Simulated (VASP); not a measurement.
An input for Quantum ESPRESSO's pw.x (written as the equivalent of a VASP run, and not itself run):

```
&CONTROL
  calculation = 'scf'
  pseudo_dir = './pseudo'
  outdir = './out'
  tprnfor = .true.
  tstress = .true.
/
&SYSTEM
  ibrav = 0
  nat = 2
  ntyp = 2
  ecutwfc = 102
  occupations = 'smearing'
  smearing = 'gaussian'
  degauss = 0.003675
  input_dft = 'pbe'
/
&ELECTRONS
  conv_thr = 7.3e-09
  electron_maxstep = 100
/
ATOMIC_SPECIES
  Cd 112.414 Cd.upf
  S 32.060 S.upf
CELL_PARAMETERS angstrom
     0.0000000    2.9383806    2.9383806
     2.9383806    0.0000000    2.9383806
     2.9383806    2.9383806    0.0000000
ATOMIC_POSITIONS crystal
  Cd   0.0000000  0.0000000  0.0000000
  S    0.2500000  0.2500000  0.2500000
K_POINTS automatic
  8 8 8 0 0 0
```

Problem. Translate this input to VASP (INCAR, KPOINTS, POSCAR, choice of POTCAR).

Solution. One answer among several that fit: 
**INCAR**
```
SYSTEM=CdS
PREC=Accurate; ENCUT=520; LREAL=.FALSE.
LASPH=.TRUE.
EDIFF=1E-7; NELM=100; ALGO=Normal
LMAXMIX=4
ISMEAR=0; SIGMA=0.05
GGA=PE
ISIF=2
LWAVE=.FALSE.; LCHARG=.FALSE.
```

### KPOINTS
```
Automatic
0
gamma
8 8 8
0 0 0
```

**POSCAR**
```
CdS
1
    0.0000000000     2.9383805766     2.9383805766
    2.9383805766     0.0000000000     2.9383805766
    2.9383805766     2.9383805766     0.0000000000
Cd S
1 1
Direct
  0.0000000000   0.0000000000   0.0000000000
  0.2500000000   0.2500000000   0.2500000000
```

POTCAR, in this order: Cd S (PBE.64 set). Program: vasp_std.

Limits of the translation: the potentials are each code's own (VASP's PAW set, PseudoDojo norm-conserving files in pw.x), so ENCUT and ecutwfc are chosen apart and not converted; conv_thr bounds pw.x's estimated SCF error, while EDIFF bounds the energy change between steps.

The compound is CdS in the zinc blende structure, a metastable form; wurtzite is the usual one. This cell is one point of a volume scan, at 0.97 of the reference volume.
